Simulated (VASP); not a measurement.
# A vacancy on the Ti site in a supercell of TiAl3, part 2 of 4

Wanted: what a vacancy on the Ti site costs in TiAl3 and how the lattice relaxes round it. The start is a computed cell from the Materials Project.

VASP 6.6.1, plane waves and PAW; the level of theory is named at each step.

So far. Step 2 (The host at zero pressure): The run ended after 2 ionic steps, 0.000 eV below its first step, once forces and stress met EDIFFG = -0.02.

## (3) The perfect supercell

Level of this step: SCAN; plane waves and PAW (Ti, Al) (VASP).

System of this step: TiAl3. The structure is tetragonal, space group I4/mmm (No. 139). Conventional cell: a = 3.814 Å, b = 3.814 Å, c = 8.550 Å, α = 90.00°, β = 90.00°, γ = 90.00°. Ti has 12 Al at 2.70 to 2.86 Å nearest. Nearest to Al lie 8 Al at 2.70 to 2.86 Å and 4 Ti at 2.86 Å. Nearest to Al lie 4 Ti at 2.70 Å and 8 Al at 2.86 Å. Farther neighbours are not listed.

The same cell, mesh and cutoff without the defect give the energy to subtract and, in a gapped host, the band edges to count from, so that most errors cancel.

Contents of INCAR:

```
SYSTEM = TiAl3
PREC = Normal
ENCUT = 300
EDIFF = 1E-05
NELM = 120
ISMEAR = 1
SIGMA = 0.2
LREAL = Auto
ALGO = Normal
METAGGA = SCAN
LASPH = .TRUE.
NBANDS = 76
LORBIT = 11
LWAVE = .FALSE.
LCHARG = .FALSE.
KPAR = 4
```

Contents of POSCAR:

```
TiAl3
1.0
   -3.8137561368      3.8137561368      8.5503274188
    3.8137561368     -3.8137561368      8.5503274188
    3.8137561368      3.8137561368     -8.5503274188
Ti Al
8 24
Direct
    0.0000000000      0.0000000000      0.0000000000
    0.0000000000      0.0000000000      0.5000000000
    0.0000000000      0.5000000000      0.0000000000
    0.0000000000      0.5000000000      0.5000000000
    0.5000000000      0.0000000000      0.0000000000
    0.5000000000      0.0000000000      0.5000000000
    0.5000000000      0.5000000000      0.0000000000
    0.5000000000      0.5000000000      0.5000000000
    0.1250000000      0.3750000000      0.2500000000
    0.1250000000      0.3750000000      0.7500000000
    0.1250000000      0.8750000000      0.2500000000
    0.1250000000      0.8750000000      0.7500000000
    0.6250000000      0.3750000000      0.2500000000
    0.6250000000      0.3750000000      0.7500000000
    0.6250000000      0.8750000000      0.2500000000
    0.6250000000      0.8750000000      0.7500000000
    0.3750000000      0.1250000000      0.2500000000
    0.3750000000      0.1250000000      0.7500000000
    0.3750000000      0.6250000000      0.2500000000
    0.3750000000      0.6250000000      0.7500000000
    0.8750000000      0.1250000000      0.2500000000
    0.8750000000      0.1250000000      0.7500000000
    0.8750000000      0.6250000000      0.2500000000
    0.8750000000      0.6250000000      0.7500000000
    0.2500000000      0.2500000000      0.0000000000
    0.2500000000      0.2500000000      0.5000000000
    0.2500000000      0.7500000000      0.0000000000
    0.2500000000      0.7500000000      0.5000000000
    0.7500000000      0.2500000000      0.0000000000
    0.7500000000      0.2500000000      0.5000000000
    0.7500000000      0.7500000000      0.0000000000
    0.7500000000      0.7500000000      0.5000000000
```

Contents of KPOINTS:

```
Automatic mesh
0
Gamma
4 4 4
0 0 0
```

PAW data sets: Ti and Al (PBE family, release 64).

Started as:

```
mpirun -np 4 vasp_std
```

Log:

```text
[banner, memory and clock lines left out]
running    4 mpi-ranks, on    1 nodes
 distrk:  each k-point on    1 cores,    4 groups
 distr:  one band on    1 cores,    1 groups

 POSCAR found type information on POSCAR TiAl
 POSCAR found :  2 types and      32 ions
 [... a notice as in an earlier step ...]

 LDA part: xc-table for (None), standard interpolation
 POSCAR, INCAR and KPOINTS ok, starting setup
 FFT: planning ... GRIDC
 FFT: planning ... GRID_SOFT
 FFT: planning ... GRID
 WAVECAR not read
 entering main loop
       N       E                     dE             d eps       ncg     rms          rms(c)
DAV:   1     0.171020126813E+03    0.17102E+03   -0.24903E+04  2024   0.764E+02
DAV:   2    -0.289397914718E+03   -0.46042E+03   -0.43715E+03  1976   0.206E+02
DAV:   3    -0.343055365934E+03   -0.53657E+02   -0.50728E+02  2716   0.614E+01
DAV:   4    -0.345236449636E+03   -0.21811E+01   -0.21556E+01  2560   0.126E+01
DAV:   5    -0.345279639125E+03   -0.43189E-01   -0.43096E-01  2648   0.206E+00    0.427E+01
DAV:   6    -0.330611006816E+03    0.14669E+02   -0.16412E+02  2708   0.381E+01    0.153E+01
DAV:   7    -0.327860354787E+03    0.27507E+01   -0.53177E+01  2588   0.244E+01    0.128E+01
DAV:   8    -0.326751565530E+03    0.11088E+01   -0.58818E+00  2592   0.937E+00    0.154E+00
DAV:   9    -0.326772888964E+03   -0.21323E-01   -0.38209E-01  2496   0.226E+00    0.864E-01
DAV:  10    -0.326777197005E+03   -0.43080E-02   -0.99507E-02  2592   0.113E+00    0.301E-01
DAV:  11    -0.326776467102E+03    0.72990E-03   -0.13235E-02  2588   0.414E-01    0.603E-02
DAV:  12    -0.326776414963E+03    0.52139E-04   -0.13439E-03  2444   0.134E-01    0.306E-02
DAV:  13    -0.326776418004E+03   -0.30406E-05   -0.17929E-04  2188   0.466E-02    0.197E-02
DAV:  14    -0.326776413566E+03    0.44379E-05   -0.42844E-05  2088   0.227E-02
   1 F= -.32677641E+03 E0= -.32679178E+03  d E =0.461067E-01
```

Wall time 4 min (4 MPI ranks of Intel Xeon Platinum 8259CL at 2.50GHz (Skylake/Cascade Lake), shared host); peak memory 1.7 GiB.

Parts of OUTCAR (step 3):

```text
  LATTYP: Found a body centered tetragonal cell.
 ALAT       =     7.6275122736
 C/A-ratio  =     2.2419701502

The static configuration has the point symmetry D_4h.

 Found     13 irreducible k-points:

   k-points           NKPTS =     13   k-points in BZ     NKDIM =     13   number of bands    NBANDS=     76

   dimension x,y,z NGX =    48 NGY =   48 NGZ =   48
   dimension x,y,z NGXF=    96 NGYF=   96 NGZF=   96

   ENCUT  =  300.0 eV  22.05 Ry    4.70 a.u.  14.28 14.28 14.28*2*pi/ulx,y,z

   NELECT =     104.0000    total number of electrons

 E-fermi :   6.9202

 k-point     1 :       0.0000    0.0000    0.0000
  band No.  band energies     occupation
    ...
     46       6.6593      2.06916
     47       6.6593      2.06916
     48       6.6593      2.06916
     49       6.6593      2.06916
     50       6.6708      2.07077
     51       7.4591     -0.00093
     52       7.4591     -0.00093
     53       7.4591     -0.00093
     54       7.4591     -0.00093
     55       7.6757     -0.00000
    ...

 k-point     2 :       0.2500   -0.0000    0.0000
  band No.  band energies     occupation
    ...
     45       5.8942      2.00000
     46       6.3481      2.00040
     47       6.3481      2.00040
     48       6.5217      2.01638
     49       6.6332      2.06082
     50       7.0767      0.02932
     51       7.0836      0.01168
     52       7.0836      0.01168
     53       7.2316     -0.05014
     54       7.2562     -0.03885
    ...

  Total        0.4976487      0.4976487      0.0888217      0.0000000      0.0000000      0.0000000
  in kB        1.6028205      1.6028205      0.2860757      0.0000000      0.0000000      0.0000000
  external PRESSURE =       1.1639056 kB  Pullay stress =       0.0000000 kB

  energy-cutoff  :      300.00
  volume of cell :      497.45
      direct lattice vectors                 reciprocal lattice vectors
    -3.813756137  3.813756137  8.550327419     0.000000000  0.131104345  0.058477293
     3.813756137 -3.813756137  8.550327419     0.131104345  0.000000000  0.058477293
     3.813756137  3.813756137 -8.550327419     0.131104345  0.131104345  0.000000000

 POSITION                                       TOTAL-FORCE (eV/Angst)
 -----------------------------------------------------------------------------------
      0.00000      0.00000      0.00000         0.000000      0.000000     -0.000000
      1.90688      1.90688     -4.27516         0.000000      0.000000     -0.000000
      1.90688     -1.90688      4.27516         0.000000      0.000000     -0.000000
      3.81376      0.00000      0.00000         0.000000      0.000000     -0.000000
     -1.90688      1.90688      4.27516         0.000000      0.000000     -0.000000
      0.00000      3.81376      0.00000         0.000000      0.000000     -0.000000
      0.00000      0.00000      8.55033         0.000000      0.000000     -0.000000
      1.90688      1.90688      4.27516         0.000000      0.000000     -0.000000
      1.90688      0.00000      2.13758         0.000000     -0.000000     -0.000000
      3.81376      1.90688     -2.13758        -0.000000     -0.000000     -0.000000
      3.81376     -1.90688      6.41275        -0.000000      0.000000      0.000000
      5.72063     -0.00000      2.13758         0.000000     -0.000000     -0.000000
     -0.00000      1.90688      6.41275        -0.000000     -0.000000     -0.000000
      1.90688      3.81376      2.13758         0.000000     -0.000000      0.000000
      1.90688     -0.00000     10.68791        -0.000000      0.000000      0.000000
      3.81376      1.90688      6.41275         0.000000      0.000000      0.000000
      0.00000      1.90688      2.13758         0.000000      0.000000     -0.000000
      1.90688      3.81376     -2.13758        -0.000000     -0.000000     -0.000000
      1.90688     -0.00000      6.41275         0.000000     -0.000000     -0.000000
      3.81376      1.90688      2.13758        -0.000000      0.000000     -0.000000
     -1.90688      3.81376      6.41275         0.000000      0.000000      0.000000
     -0.00000      5.72063      2.13758        -0.000000     -0.000000      0.000000
     -0.00000      1.90688     10.68791         0.000000     -0.000000      0.000000
      1.90688      3.81376      6.41275        -0.000000      0.000000      0.000000
      0.00000      0.00000      4.27516         0.000000      0.000000     -0.000000
      1.90688      1.90688      0.00000         0.000000      0.000000     -0.000000
      1.90688     -1.90688      8.55033         0.000000      0.000000     -0.000000
      3.81376      0.00000      4.27516         0.000000      0.000000     -0.000000
     -1.90688      1.90688      8.55033         0.000000      0.000000     -0.000000
      0.00000      3.81376      4.27516         0.000000      0.000000     -0.000000
      0.00000      0.00000     12.82549         0.000000      0.000000     -0.000000
      1.90688      1.90688      8.55033         0.000000      0.000000     -0.000000
 -----------------------------------------------------------------------------------
    total drift:                                0.000000      0.000000     -0.000000

  FREE ENERGIE OF THE ION-ELECTRON SYSTEM (eV)
  ---------------------------------------------------
  free  energy   TOTEN  =      -326.7764135658 eV

  energy  without entropy=     -326.8225202653  energy(sigma->0) =     -326.79178247

 total charge
# of ion       s       p       d       tot
------------------------------------------
    1        0.418   0.599   2.584   3.601
    2        0.418   0.599   2.584   3.601
    3        0.418   0.599   2.584   3.601
    4        0.418   0.599   2.584   3.601
    5        0.418   0.599   2.584   3.601
    6        0.418   0.599   2.584   3.601
    7        0.418   0.599   2.584   3.601
    8        0.418   0.599   2.584   3.601
    9        0.417   0.429   0.000   0.846
   10        0.417   0.429   0.000   0.846
   11        0.417   0.429   0.000   0.846
   12        0.417   0.429   0.000   0.846
   13        0.417   0.429   0.000   0.846
   14        0.417   0.429   0.000   0.846
   15        0.417   0.429   0.000   0.846
   16        0.417   0.429   0.000   0.846
   17        0.417   0.429   0.000   0.846
   18        0.417   0.429   0.000   0.846
   19        0.417   0.429   0.000   0.846
   20        0.417   0.429   0.000   0.846
   21        0.417   0.429   0.000   0.846
   22        0.417   0.429   0.000   0.846
   23        0.417   0.429   0.000   0.846
   24        0.417   0.429   0.000   0.846
   25        0.456   0.396   0.000   0.852
   26        0.456   0.396   0.000   0.852
   27        0.456   0.396   0.000   0.852
   28        0.456   0.396   0.000   0.852
   29        0.456   0.396   0.000   0.852
   30        0.456   0.396   0.000   0.852
   31        0.456   0.396   0.000   0.852
   32        0.456   0.396   0.000   0.852
--------------------------------------------------
tot         13.654  14.827  20.672  49.152

[... 1 part as in an earlier step ...]

[... 7 further parts left out ...]
```

Numbers from this step:

* electronic cycles: 14
* electrons: 104
* free energy (TOTEN): -326.7764 eV
* energy at zero smearing: -326.7918 eV
* Fermi energy: 6.920 eV

The host is treated as a metal, as its relaxation found a gap under 0.3 eV or none, and only the neutral defect is run.

[end of part 2 of 4]

[Lines on the potential files, build, host, timing and source positions are cut from VASP's logs without a mark.]

[Logs are printed without paths, hosts, clocks, repeated set-up lines and the standing remarks that a program may print on its own settings, such as how far it seeks lower states.]

[Hosts, paths, dates, database ids (printed as entryN), source tags and the programs' standing remarks are cut or masked in the printed files.]

[In band tables of VASP the shares of atoms and orbitals are scaled to a sum of 1 inside the atoms' spheres.]

[Runs that stopped without an error message from VASP are left out.]
